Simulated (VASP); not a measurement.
**Whole or split: adsorption on rock-salt LiF(001)**

Do small molecules bind whole or split on this face, and how strongly? Model: rock-salt LiF(001), 2 x 2, four layers.

Main program and level: VASP 6.6.1; PBE with D3(BJ); plane waves and PAW (Li_sv, F), in the first sound run; inputs show where later runs differ.

### Step 1. Starting point

The cell holds 32 atoms: 16 Li and 16 F. Its edges and angles: a = 5.728 Å, b = 5.728 Å, c = 20.075 Å, α = 90.0°, β = 90.0°, γ = 90.0°. It derives from LiF. Vacuum lies along c.

### Step 2. Relax the state, PBE

State “clean”: the free atoms relax, with the lowest layers held.

Level: PBE with D3(BJ); plane waves and PAW (Li_sv, F).

The input, INCAR:

```
SYSTEM = LiF
PREC = Normal
ENCUT = 500
EDIFF = 1E-05
NELM = 120
ISMEAR = 0
SIGMA = 0.05
LREAL = Auto
ALGO = Fast
GGA = PE
IVDW = 12
NBANDS = 104
LASPH = .TRUE.
LORBIT = 11
LWAVE = .FALSE.
LCHARG = .FALSE.
NCORE = 4
IBRION = 2
NSW = 90
ISIF = 2
EDIFFG = -0.04
POTIM = 0.4
MAXMIX = 40
IDIPOL = 3
LDIPOL = .TRUE.
DIPOL = 0.5 0.5 0.5
ISYM = 0
```

The input, POSCAR:

```
LiF
1.0
    5.7275649280      0.0000000000      0.0000000000
    0.0000000000      5.7275649280      0.0000000000
    0.0000000000      0.0000000000     20.0750000000
Li F
16 16
Selective dynamics
Direct
    0.0000000000      0.0000000000      0.3486924030  F F F
    0.0000000000      0.0000000000      0.5504358660  T T T
    0.0000000000      0.5000000000      0.3486924030  F F F
    0.0000000000      0.5000000000      0.5504358660  T T T
    0.5000000000      0.0000000000      0.3486924030  F F F
    0.5000000000      0.0000000000      0.5504358660  T T T
    0.5000000000      0.5000000000      0.3486924030  F F F
    0.5000000000      0.5000000000      0.5504358660  T T T
    0.2500000000      0.2500000000      0.4495641340  F F F
    0.2500000000      0.2500000000      0.6513075970  T T T
    0.2500000000      0.7500000000      0.4495641340  F F F
    0.2500000000      0.7500000000      0.6513075970  T T T
    0.7500000000      0.2500000000      0.4495641340  F F F
    0.7500000000      0.2500000000      0.6513075970  T T T
    0.7500000000      0.7500000000      0.4495641340  F F F
    0.7500000000      0.7500000000      0.6513075970  T T T
    0.2500000000      0.2500000000      0.3486924030  F F F
    0.2500000000      0.2500000000      0.5504358660  T T T
    0.2500000000      0.7500000000      0.3486924030  F F F
    0.2500000000      0.7500000000      0.5504358660  T T T
    0.7500000000      0.2500000000      0.3486924030  F F F
    0.7500000000      0.2500000000      0.5504358660  T T T
    0.7500000000      0.7500000000      0.3486924030  F F F
    0.7500000000      0.7500000000      0.5504358660  T T T
    0.0000000000      0.0000000000      0.4495641340  F F F
    0.0000000000      0.0000000000      0.6513075970  T T T
    0.0000000000      0.5000000000      0.4495641340  F F F
    0.0000000000      0.5000000000      0.6513075970  T T T
    0.5000000000      0.0000000000      0.4495641340  F F F
    0.5000000000      0.0000000000      0.6513075970  T T T
    0.5000000000      0.5000000000      0.4495641340  F F F
    0.5000000000      0.5000000000      0.6513075970  T T T
```

The input, KPOINTS:

```
Automatic mesh
0
Monkhorst-Pack
2 2 1
0 0 0
```

The projector-augmented-wave data sets are Li_sv and F (PBE family, release 64).

Run with:

```sh
mpirun -np 4 vasp_std
```

Output:

```text
[banner, memory and clock lines left out]
running    4 mpi-ranks, on    1 nodes
[...]
LDA part: xc-table for (Slater+PW92), standard interpolation
 POSCAR, INCAR and KPOINTS ok, starting setup
[...]
entering main loop
       N       E                     dE             d eps       ncg     rms          rms(c)
DAV:   1     0.188929521437E+04    0.18893E+04   -0.72755E+04   432   0.149E+03
DAV:   2     0.999654308499E+02   -0.17893E+04   -0.17057E+04   496   0.435E+02
DAV:   3    -0.133313256286E+03   -0.23328E+03   -0.23211E+03   560   0.159E+02
DAV:   4    -0.157844559873E+03   -0.24531E+02   -0.24301E+02   760   0.453E+01
[...]
RMM:  13    -0.152962278432E+03   -0.86396E-02   -0.48393E-02   688   0.551E-01    0.858E-02
RMM:  14    -0.152969368257E+03   -0.70898E-02   -0.25982E-02   673   0.377E-01    0.114E-01
RMM:  15    -0.152972396220E+03   -0.30280E-02   -0.12089E-02   667   0.303E-01    0.549E-02
WARNING in EDDRMM: call to ZHEGV failed, returncode =   8  4     18
[...]
11 F= -.15722890E+03 E0= -.15722890E+03  d E =-.173233E-02
[...]
WARNING in EDDRMM: call to ZHEGV failed, returncode =   6  3     35
  13 F= -.15722944E+03 E0= -.15722944E+03  d E =-.540329E-03
[...]
WARNING in EDDRMM: call to ZHEGV failed, returncode =   8  4     25
  15 F= -.15724378E+03 E0= -.15724378E+03  d E =-.148790E-01
[...]
WARNING in EDDRMM: call to ZHEGV failed, returncode =   6  3     50
  17 F= -.15723559E+03 E0= -.15723559E+03  d E =0.819177E-02
[...]
WARNING in EDDRMM: call to ZHEGV failed, returncode =   6  3     19
[...]
WARNING in EDDRMM: call to ZHEGV failed, returncode =   6  3     17
  19 F= -.15723992E+03 E0= -.15723992E+03  d E =-.221049E-02
  21 F= -.15723901E+03 E0= -.15723901E+03  d E =-.130003E-02
  23 F= -.15724114E+03 E0= -.15724114E+03  d E =-.740470E-03
  25 F= -.15724227E+03 E0= -.15724227E+03  d E =-.110224E-02
  26 F= -.15724225E+03 E0= -.15724225E+03  d E =-.108260E-02
  27 F= -.15724292E+03 E0= -.15724292E+03  d E =-.676220E-03
 trial-energy change:   -0.000676  1 .order   -0.000691   -0.001168   -0.000213
 step:   2.2601(harm=  2.2601)  dis= 0.00462  next Energy=  -157.242963 (dE=-0.714E-03)
 reached required accuracy - stopping structural energy minimisation
```

It took 6 min on 4 MPI ranks of Intel Xeon 6975P-C (Granite Rapids), shared host; peak memory 0.8 GiB.

Lines that name or quote the potential files are left out of all logs, and their timing lines are given in words.

From OUTCAR (step 2):

```text
 Edisp (eV)   -4.25694

 Edisp (eV)   -4.25576

  Total      -8.95080    -8.92039    -0.32703    -0.00279    -0.00359    -0.00515
  in kB     -21.77595   -21.70195    -0.79562    -0.00680    -0.00874    -0.01253
  external pressure =      -14.76 kB  Pullay stress =        0.00 kB

 POSITION                                       TOTAL-FORCE (eV/Angst)
 -----------------------------------------------------------------------------------
      0.00000      0.00000      7.00000        -0.000696      0.000105      0.351360
      5.72745      0.00006     11.00429        -0.001132      0.000673      0.005599
      0.00000      2.86378      7.00000        -0.000687      0.000135      0.351211
      5.72753      2.86377     11.00417        -0.001832     -0.000395      0.005271
      2.86378      0.00000      7.00000        -0.000661      0.000104      0.351251
      2.86373      5.72749     11.00421        -0.001695      0.000728      0.005200
      2.86378      2.86378      7.00000        -0.000677      0.000137      0.351284
      2.86365      2.86377     11.00425        -0.001207     -0.000593      0.005508
      1.43189      1.43189      9.02500        -0.000756     -0.000032     -0.057405
      1.43222      1.43190     12.93683        -0.000733      0.000170      0.010438
      1.43189      4.29567      9.02500        -0.001069      0.000322     -0.058417
      1.43210      4.29577     12.93665        -0.001193      0.000199      0.009790
      4.29567      1.43189      9.02500        -0.000663     -0.000028     -0.057769
      4.29605      1.43176     12.93671        -0.000677      0.000040      0.010089
[...]
-----------------------------------------------------------------------------------
    total drift:                                0.021629     -0.003835      0.423911

  FREE ENERGIE OF THE ION-ELECTRON SYSTEM (eV)
  ---------------------------------------------------
  free  energy   TOTEN  =      -157.2429244855 eV

  energy  without entropy=     -157.2429244855  energy(sigma->0) =     -157.24292449

 reached required accuracy - stopping structural energy minimisation

[... 3 further parts left out ...]
[key lines of the parts left out:]
E-fermi :  -4.6339
```

This run gave:

- energy(sigma→0) of the program: -157.2429 eV
- ionic steps: 27

### Step 3. Potential of the state, PBE

State “clean”: a tighter run that also writes the potential.

Level: PBE with D3(BJ); plane waves and PAW (Li_sv, F).

The input, INCAR:

```
SYSTEM = LiF
PREC = Normal
ENCUT = 500
EDIFF = 1E-06
NELM = 120
ISMEAR = 0
SIGMA = 0.05
LREAL = Auto
ALGO = Fast
GGA = PE
IVDW = 12
NBANDS = 104
LASPH = .TRUE.
LORBIT = 11
LWAVE = .FALSE.
LCHARG = .TRUE.
NCORE = 4
IDIPOL = 3
LDIPOL = .TRUE.
DIPOL = 0.5 0.5 0.498
LVHAR = .TRUE.
LVACPOTAV = .TRUE.
NEDOS = 1500
```

The input, POSCAR:

```
LiF
1.0
    5.7275649280      0.0000000000      0.0000000000
    0.0000000000      5.7275649280      0.0000000000
    0.0000000000      0.0000000000     20.0750000000
Li F
16 16
Selective dynamics
Direct
    0.0000000000      0.0000000000      0.3486924030  F F F
    0.9999807470      0.0000099371      0.5481591483  T T T
    0.0000000000      0.5000000000      0.3486924030  F F F
    0.9999947008      0.4999972095      0.5481528582  T T T
    0.5000000000      0.0000000000      0.3486924030  F F F
    0.4999915052      0.9999876596      0.5481551252  T T T
    0.5000000000      0.5000000000      0.3486924030  F F F
    0.4999775969      0.4999986189      0.5481571031  T T T
    0.2500000000      0.2500000000      0.4495641340  F F F
    0.2500566096      0.2500019531      0.6444250836  T T T
    0.2500000000      0.7500000000      0.4495641340  F F F
    0.2500358039      0.7500167047      0.6444157076  T T T
    0.7500000000      0.2500000000      0.4495641340  F F F
    0.7500661458      0.2499764899      0.6444189895  T T T
    0.7500000000      0.7500000000      0.4495641340  F F F
    0.7500232653      0.7499719975      0.6444131295  T T T
    0.2500000000      0.2500000000      0.3486924030  F F F
    0.2499800875      0.2500022835      0.5476939947  T T T
    0.2500000000      0.7500000000      0.3486924030  F F F
    0.2497415629      0.7500407474      0.5476453140  T T T
    0.7500000000      0.2500000000      0.3486924030  F F F
    0.7500061147      0.2499637562      0.5476700870  T T T
    0.7500000000      0.7500000000      0.3486924030  F F F
    0.7497373647      0.7499910235      0.5476363624  T T T
    0.0000000000      0.0000000000      0.4495641340  F F F
    0.0001204287      0.0001036208      0.6479695986  T T T
    0.0000000000      0.5000000000      0.4495641340  F F F
    0.9998908120      0.4999753186      0.6478813235  T T T
    0.5000000000      0.0000000000      0.4495641340  F F F
    0.4999710591      0.0000326615      0.6478962112  T T T
    0.5000000000      0.5000000000      0.4495641340  F F F
    0.5000662166      0.4999281299      0.6479425787  T T T
```

KPOINTS is that of step 2.

Run with:

```sh
mpirun -np 4 vasp_std
```

Output:

```text
[... set-up lines as in an earlier step ...]
 entering main loop
       N       E                     dE             d eps       ncg     rms          rms(c)
DAV:   1     0.189370358568E+04    0.18937E+04   -0.73363E+04   432   0.149E+03
DAV:   2     0.100368961924E+03   -0.17933E+04   -0.17112E+04   488   0.437E+02
DAV:   3    -0.132735427538E+03   -0.23310E+03   -0.23192E+03   552   0.159E+02
DAV:   4    -0.157667077633E+03   -0.24932E+02   -0.24698E+02   784   0.455E+01
[...]
RMM:  24    -0.152987194845E+03   -0.37079E-05   -0.37525E-05   721   0.149E-02    0.257E-03
RMM:  25    -0.152987195415E+03   -0.56961E-06   -0.16075E-05   633   0.108E-02    0.662E-04
RMM:  26    -0.152987195689E+03   -0.27455E-06   -0.68544E-06   548   0.868E-03
 -----------------------------------------------------------------------------
|                                                                             |
|           W    W    AA    RRRRR   N    N  II  N    N   GGGG   !!!           |
|           W    W   A  A   R    R  NN   N  II  NN   N  G    G  !!!           |
|           W    W  A    A  R    R  N N  N  II  N N  N  G       !!!           |
|           W WW W  AAAAAA  RRRRR   N  N N  II  N  N N  G  GGG   !            |
|           WW  WW  A    A  R   R   N   NN  II  N   NN  G    G                |
|           W    W  A    A  R    R  N    N  II  N    N   GGGG   !!!           |
|                                                                             |
|     Did not find any points to average over, which means that no vacuum     |
|     field-free region was found. Please increase the size of  your cell     |
|     in the dimension of the dipole correction to obtain accurate            |
|     workfunction values.                                                    |
|                                                                             |
 -----------------------------------------------------------------------------

   1 F= -.15724295E+03 E0= -.15724295E+03  d E =-.147941E-10
```

It took 51 s on 4 MPI ranks; peak memory 0.8 GiB; 2.2 min of CPU time.

Parts of OUTCAR (step 3):

```text
  LATTYP: Found a simple tetragonal cell.
 ALAT       =     5.7275649280
 C/A-ratio  =     3.5049799090

 Subroutine GETGRP returns: Found  1 space group operations
 (whereof  1 operations were pure point group operations)

The static configuration has the point symmetry C_1 .

 Found      2 irreducible k-points:

   dimension x,y,z NGX =    32 NGY =   32 NGZ =  112
   dimension x,y,z NGXF=    64 NGYF=   64 NGZF=  224

   ENCUT  =  500.0 eV  36.75 Ry    6.06 a.u.  10.44 10.44 36.60*2*pi/ulx,y,z

   NELECT =     160.0000    total number of electrons

 dipolmoment           0.000000      0.000000      0.118177 electrons x Angstroem

 E-fermi :  -4.6970

 k-point     1 :       0.2500    0.2500    0.0000
  band No.  band energies     occupation
    ...
     76      -5.1092      2.00000
     77      -5.0763      2.00000
     78      -4.9869      2.00000
     79      -4.9866      2.00000
     80      -4.9281      2.00000
     81       2.0401      0.00000
     82       2.6677      0.00000
     83       3.5126      0.00000
     84       4.1007      0.00000
     85       4.1007      0.00000
    ...

 k-point     2 :      -0.2500    0.2500    0.0000
  band No.  band energies     occupation
    ...
     76      -5.1092      2.00000
     77      -5.0763      2.00000
     78      -4.9870      2.00000
     79      -4.9865      2.00000
     80      -4.9281      2.00000
     81       2.0398      0.00000
     82       2.6676      0.00000
     83       3.5124      0.00000
     84       4.1006      0.00000
     85       4.1007      0.00000
    ...

 Edisp (eV)   -4.25576

  Total      -9.02114    -8.99084    -0.38013    -0.00237    -0.00345    -0.00504
  in kB     -21.94707   -21.87336    -0.92481    -0.00577    -0.00840    -0.01226
  external pressure =      -14.92 kB  Pullay stress =        0.00 kB

 POSITION                                       TOTAL-FORCE (eV/Angst)
 -----------------------------------------------------------------------------------
      0.00000      0.00000      7.00000        -0.000628      0.000095      0.352098
      5.72745      0.00006     11.00429        -0.000944      0.000640     -0.003948
      0.00000      2.86378      7.00000        -0.000672      0.000129      0.352027
      5.72753      2.86377     11.00417        -0.001674     -0.000379     -0.004334
      2.86378      0.00000      7.00000        -0.000654      0.000093      0.352068
      2.86373      5.72749     11.00421        -0.001512      0.000742     -0.004457
      2.86378      2.86378      7.00000        -0.000619      0.000108      0.351990
      2.86365      2.86377     11.00425        -0.000978     -0.000579     -0.003991
      1.43189      1.43189      9.02500        -0.000707     -0.000065     -0.060128
      1.43222      1.43190     12.93683        -0.000769     -0.000033     -0.003690
      1.43189      4.29567      9.02500        -0.001017      0.000328     -0.061126
      1.43210      4.29577     12.93665        -0.001189      0.000425     -0.004229
      4.29567      1.43189      9.02500        -0.000673     -0.000007     -0.060489
      4.29605      1.43176     12.93671        -0.000739      0.000260     -0.003942
      4.29567      4.29567      9.02500        -0.000934      0.000196     -0.061205
      4.29581      4.29551     12.93659        -0.000868      0.000065     -0.004269
      1.43189      1.43189      7.00000        -0.000706      0.000156     -0.251634
      1.43178      1.43190     10.99496        -0.000638      0.001008      0.024276
      1.43189      4.29567      7.00000        -0.000663      0.000105     -0.251701
      1.43041      4.29591     10.99398         0.015578      0.000264      0.028294
      4.29567      1.43189      7.00000        -0.000682      0.000208     -0.251669
      4.29571      1.43168     10.99448        -0.000648     -0.001081      0.023843
      4.29567      4.29567      7.00000        -0.000663      0.000016     -0.251712
      4.29417      4.29562     10.99380         0.015771      0.000483      0.028155
      0.00000      0.00000      9.02500        -0.000970      0.000689     -0.074144
      0.00069      0.00059     13.00799        -0.004594     -0.004798      0.016222
      0.00000      2.86378      9.02500        -0.000986     -0.000487     -0.074156
      5.72694      2.86364     13.00622        -0.002193      0.002247      0.014426
      2.86378      0.00000      9.02500        -0.001654      0.000778     -0.074313
      2.86362      0.00019     13.00652         0.000326     -0.001493      0.015781
      2.86378      2.86378      9.02500        -0.001594     -0.000577     -0.073782
      2.86416      2.86337     13.00745        -0.001108      0.000464      0.019736
 -----------------------------------------------------------------------------------
    total drift:                                0.020746     -0.003569      0.354240

  FREE ENERGIE OF THE ION-ELECTRON SYSTEM (eV)
  ---------------------------------------------------
  free  energy   TOTEN  =      -157.2429536783 eV

  energy  without entropy=     -157.2429536783  energy(sigma->0) =     -157.24295368

 vacuum level on the upper side and lower side of the slab         2.911         2.259

 total charge
# of ion       s       p       d       tot
------------------------------------------
    1        2.012   0.041   0.000   2.053
    2        2.017   0.049   0.000   2.066
    3        2.012   0.041   0.000   2.053
    4        2.017   0.049   0.000   2.066
    5        2.012   0.041   0.000   2.053
    6        2.017   0.049   0.000   2.066
    7        2.012   0.041   0.000   2.053
    8        2.017   0.049   0.000   2.066
    9        2.016   0.048   0.000   2.065
   10        2.013   0.044   0.000   2.057
   11        2.016   0.048   0.000   2.065
   12        2.013   0.044   0.000   2.057
   13        2.016   0.048   0.000   2.065
   14        2.013   0.044   0.000   2.057
   15        2.016   0.048   0.000   2.065
   16        2.013   0.044   0.000   2.057
   17        1.731   4.388   0.000   6.120
   18        1.732   4.414   0.000   6.146
   19        1.731   4.388   0.000   6.120
   20        1.732   4.414   0.000   6.146
   21        1.731   4.388   0.000   6.120
   22        1.732   4.414   0.000   6.146
   23        1.731   4.388   0.000   6.120
   24        1.732   4.414   0.000   6.146
   25        1.732   4.409   0.000   6.141
   26        1.731   4.390   0.000   6.121
   27        1.732   4.409   0.000   6.141
   28        1.731   4.390   0.000   6.121
   29        1.732   4.409   0.000   6.141
   30        1.731   4.390   0.000   6.121
   31        1.732   4.409   0.000   6.141
   32        1.731   4.390   0.000   6.121
--------------------------------------------------
tot         59.940  71.132   0.000 131.072

[... 2 parts as in an earlier step ...]

[... 3 further parts left out ...]
```

Read from the output:

| Property | Result |
| --- | --- |
| energy(sigma→0) of the program | -157.2430 eV |

(Part 1 of 3 ends here.)

[Lines on the potential files, build, host, timing and source positions are cut from VASP's logs without a mark.]

[Logs are printed without paths, hosts, clocks, repeated set-up lines and the standing remarks that a program may print on its own settings, such as how far it seeks lower states.]

[Hosts, paths, dates, database ids (printed as entryN), source tags and the programs' standing remarks are cut or masked in the printed files.]
